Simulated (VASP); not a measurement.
Given:

```yaml
crystal:
  lattice:
    - [1.77302, -3.07095, 0.00000]
    - [1.77302, 3.07095, 0.00000]
    - [0.00000, 0.00000, 5.60377]
  atoms:
    - { symbol: Pt, position: [0.00000, 0.00000, 0.00000] }
    - { symbol: S, position: [0.33333, 0.66667, 0.22020] }
    - { symbol: S, position: [0.66667, 0.33333, 0.77980] }
```

All values below come from r2SCAN meta-GGA, VASP's PBE PAW potentials (set 64) (plane waves; VASP). Settings: 400 eV cut-off, 7×7×4 Γ-centred mesh, Gaussian smearing of 0.050 eV, potentials Pt S.

Q: Predict the energy per atom (σ→0).

A: 
- energy per atom (σ→0) = -22.958 eV/atom

The compound is PtS2 in the 1T layered structure. It was relaxed first, which changed the volume by +12 %. The start is the result of an earlier pass.
